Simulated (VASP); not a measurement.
Runs of VASP 6.6.1 on Ta4NiO11. It takes space group P2/m (No. 10, monoclinic). The conventional cell has a = 4.771 Å, b = 5.825 Å, c = 7.518 Å, α = 90.00°, β = 105.26°, γ = 90.00°. Around Ta (site symmetry m) lie 4 O at 1.89 to 2.01 Å. Ta (site symmetry m) is surrounded by 5 O at 1.89 to 1.98 Å. Around Ni (site symmetry 2/m) lie 4 O at 1.94 Å. O (site symmetry 1) is surrounded by 1 Ta at 1.93 Å and 1 Ni at 1.94 Å. O (site symmetry 1) is surrounded by 2 Ta at 1.93 to 1.98 Å. O (site symmetry 2/m) is surrounded by 2 Ta at 2.01 Å. O (site symmetry 2/m) has 2 Ta at 1.89 Å as nearest neighbours. Around O (site symmetry 2/m) lie 2 Ta at 1.89 Å. The cell was built by a generator and needn't be a form met in nature.

```csv
task,level,smearing,k mesh for the DOS,occupations for the DOS,gap on the mesh (eV),pressure (GPa),moment (μB),largest force (eV/Å)
optical spectrum,PBE,fermi-dirac 0.05 eV,-,-,0.82,0.9,0.00,0.13
band structure,PBE,fermi-dirac 0.05 eV,-,-,0.82,0.9,0.00,0.13
atomic charges,PBE+TS,fermi-dirac 0.05 eV,-,-,0.82,(a),0.00,0.16
atomic charges,PBE,fermi-dirac 0.05 eV,-,-,0.82,0.9,0.00,0.13
electron localisation function,PBE,fermi-dirac 0.05 eV,-,-,0.82,0.9,0.00,0.13
dielectric tensor,PBE,gaussian 0.02 eV,-,-,0.82,-,0.00,-
electrostatic potential,PBE,fermi-dirac 0.05 eV,-,-,0.82,0.9,0.00,0.13
density of states,PBE,fermi-dirac 0.05 eV,9 × 8 × 6,tetrahedron,-,-,0.00,-
```

Alike in all rows: potentials or basis VASP PAW PBE potentials, release 64 (Ta_pv, Ni, O); spin collinear, ferromagnetic start; cell as given; k mesh 6 × 5 × 4; cutoff (eV) 520.

**Question.** Estimate the missing entries.

**Answer.** (a) -0.9.

Caveats: spin-orbit coupling is left out, which moves the levels of the heavy elements (some runs); an odd mesh through Γ misses points on the zone boundary, where band edges often lie (some runs); spectra need much finer meshes, so this one isn't converged (some runs); independent-particle spectra lack excitons (some runs).

A k mesh can miss the band edges, and the runs leave out spin-orbit coupling on Ta.
